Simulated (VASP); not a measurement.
Input:

```
Al4Ba
1.0
   -2.28165     2.28165     5.67754
    2.28165    -2.28165     5.67754
    2.28165     2.28165    -5.67754
Ba Al
1 4
Direct
  0.00000   0.00000   0.00000
  0.25000   0.75000   0.50000
  0.75000   0.25000   0.50000
  0.38006   0.38006   0.00000
  0.61994   0.61994   0.00000
```

All values below come from PBEsol GGA, VASP's PBE PAW potentials (set 64) (plane waves; VASP 6.6.1). Numerical set-up: 300 eV cut-off, 9×9×9 Γ-centred mesh, Fermi-Dirac smearing of 0.10 eV, potentials Ba_sv Al.

Task: Give the energies of bands 5 to 14 at the high-symmetry points, in eV from the Fermi level.

Result: 
```
band      Γ      X      P      N      M      S      R
----  -----  -----  -----  -----  -----  -----  -----
5     -8.81  -6.21  -6.16  -6.93  -7.99  -7.12  -6.13
6     -4.13  -5.37  -5.21  -6.78  -6.43  -6.44  -6.09
7     -3.96  -5.03  -5.21  -3.69  -2.25  -4.54  -4.96
8     -2.25  -4.99  -5.14  -3.31  -1.99  -1.95  -4.09
9     -2.25  -2.88  -2.56  -1.33  -1.99  -1.47  -2.92
10    -1.59  -1.85  -1.63  -0.42  -0.35  -1.17  -1.77
11    -0.51  -1.45  -1.63  -0.36  -0.22  -0.07  -1.54
12     0.76   1.06   0.07  -0.15   0.91   0.17   0.92
13     0.76   1.98   2.66   0.98   0.91   0.87   2.10
14     1.00   2.21   2.66   1.04   1.76   1.48   2.11
```

It has no gap at this level: it comes out as a metal or semimetal.

The structure comes from a computed database's BaAl4 entry; how it stands against other phases isn't given here. The cell was not relaxed at this level.
